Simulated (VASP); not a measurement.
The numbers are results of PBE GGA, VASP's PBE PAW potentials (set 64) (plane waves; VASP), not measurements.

VASP input:

**INCAR**
```
SYSTEM = PbF2
PREC = Accurate; ENCUT = 600; LREAL = .False.
LASPH = .True.
EDIFF = 1E-7; NELM = 100; ALGO = Normal
LMAXMIX = 4
ISMEAR = 0; SIGMA = 0.05
GGA = PE
ISIF = 2
LWAVE = .False.; LCHARG = .False.
```

### POSCAR
```
PbF2
1
    0.0000000000     2.9970633668     2.9970633668
    2.9970633668     0.0000000000     2.9970633668
    2.9970633668     2.9970633668     0.0000000000
Pb F
1 2
Direct
  0.0000000000   1.0000000000   0.0000000000
  0.2500000000   0.2500000000   0.2500000000
  0.7500000000   0.7500000000   0.7500000000
```

**KPOINTS**
```
Regular mesh
0
gamma
 6 6 6
```

POTCAR, in this order: Pb_d F (PBE.64 set). Program: vasp_std.

Output

**OSZICAR**
```
       N       E                     dE             d eps       ncg     rms          rms(c)
DAV:   1     0.327153447048E+03    0.32715E+03   -0.16282E+04   576   0.196E+03
DAV:   2     0.140786546698E+02   -0.31307E+03   -0.30256E+03   682   0.486E+02
DAV:   3    -0.154680674283E+02   -0.29547E+02   -0.29295E+02   672   0.160E+02
DAV:   4    -0.163278231442E+02   -0.85976E+00   -0.85906E+00   612   0.290E+01
DAV:   5    -0.163565727113E+02   -0.28750E-01   -0.28748E-01   658   0.558E+00    0.806E+00
DAV:   6    -0.143704317717E+02    0.19861E+01   -0.10641E+01   740   0.271E+01    0.278E+00
DAV:   7    -0.143608386861E+02    0.95931E-02   -0.47601E-01   580   0.476E+00    0.158E+00
DAV:   8    -0.143552469463E+02    0.55917E-02   -0.10683E-01   580   0.400E+00    0.495E-01
DAV:   9    -0.143528631763E+02    0.23838E-02   -0.21238E-02   654   0.111E+00    0.105E-01
DAV:  10    -0.143540486222E+02   -0.11854E-02   -0.18089E-03   576   0.492E-01    0.320E-02
DAV:  11    -0.143540256025E+02    0.23020E-04   -0.13682E-04   624   0.129E-01    0.142E-02
DAV:  12    -0.143540364569E+02   -0.10854E-04   -0.70653E-05   656   0.903E-02    0.123E-02
DAV:  13    -0.143540341731E+02    0.22838E-05   -0.26168E-05   688   0.550E-02    0.304E-03
DAV:  14    -0.143540341338E+02    0.39244E-07   -0.13937E-06   604   0.888E-03    0.597E-04
DAV:  15    -0.143540341613E+02   -0.27509E-07   -0.26801E-08   338   0.146E-03
   1 F= -.14354034E+02 E0= -.14354034E+02  d E =-.478220E-19
```

### OUTCAR
```
------------------------ aborting loop because EDIFF is reached ----------------------------------------
  FORCE on cell =-STRESS in cart. coord.  units (eV):
  Direction    XX          YY          ZZ          XY          YZ          ZX
  --------------------------------------------------------------------------------------
  Total       -0.0062444     -0.0062444     -0.0062444      0.0000000      0.0000000     -0.0000000
  in kB       -0.1858164     -0.1858164     -0.1858164      0.0000000      0.0000000     -0.0000000
  external PRESSURE =      -0.1858164 kB  Pullay stress =       0.0000000 kB
  volume of cell :       53.84
      direct lattice vectors                 reciprocal lattice vectors
     0.000000000  2.997063367  2.997063367    -0.166829973  0.166829973  0.166829973
     2.997063367  0.000000000  2.997063367     0.166829973 -0.166829973  0.166829973
     2.997063367  2.997063367  0.000000000     0.166829973  0.166829973 -0.166829973
 POSITION                                       TOTAL-FORCE (eV/Angst)
 -----------------------------------------------------------------------------------
      0.00000      0.00000      0.00000         0.000000      0.000000     -0.000000
      1.49853      1.49853      1.49853        -0.000000      0.000000      0.000000
      4.49560      4.49560      4.49560        -0.000000     -0.000000     -0.000000
 -----------------------------------------------------------------------------------
    total drift:                                0.000000      0.000000      0.000000
  FREE ENERGIE OF THE ION-ELECTRON SYSTEM (eV)
  ---------------------------------------------------
  free  energy   TOTEN  =       -14.3540341613 eV

  energy  without entropy=      -14.3540341613  energy(sigma->0) =      -14.35403416
```
(Selected blocks of OUTCAR.)

The compound is PbF2 in the fluorite structure, the β form. It was relaxed first.
